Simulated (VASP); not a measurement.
```xyz
8
Lattice="3.4317 0.0000 0.0000 -1.7159 2.9720 0.0000 0.0000 0.0000 11.6416" Properties=species:S:1:pos:R:3 pbc="T T T"
Y      0.0000     1.9813     1.4201
Y      1.7159     0.9907     7.2409
Y      1.7159     0.9907    10.2215
Y      0.0000     1.9813     4.4007
N      3.4317     0.0000     0.0000
N      3.4317     0.0000     5.8208
N      0.0000     1.9813     8.7312
N      1.7159     0.9907     2.9104
```

Level of theory: r2SCAN meta-GGA, VASP's PBE PAW potentials (set 64) (plane waves; VASP 6.6.1). Run with 520 eV cut-off, 8×8×3 Γ-centred mesh, tetrahedra with Blöchl corrections, potentials Y_sv N.

Task: Predict the energy per atom (σ→0), band gap (over mesh and band path) with the smallest direct gap where there is one.

Result: 
```
Item                                                    Result
---------------------------------------------  ---------------
band gap (over mesh and band path)                     0.81 eV
smallest direct gap (over mesh and band path)          1.22 eV
energy per atom (σ→0)                          -16.538 eV/atom
```

Total energies compare only between runs with the same potentials, cut-off and functional.

The structure was generated: YN was put into the TiAs type (P6_3/mmc), which need not be its known phase. It was relaxed first, which changed the volume by +5 %.
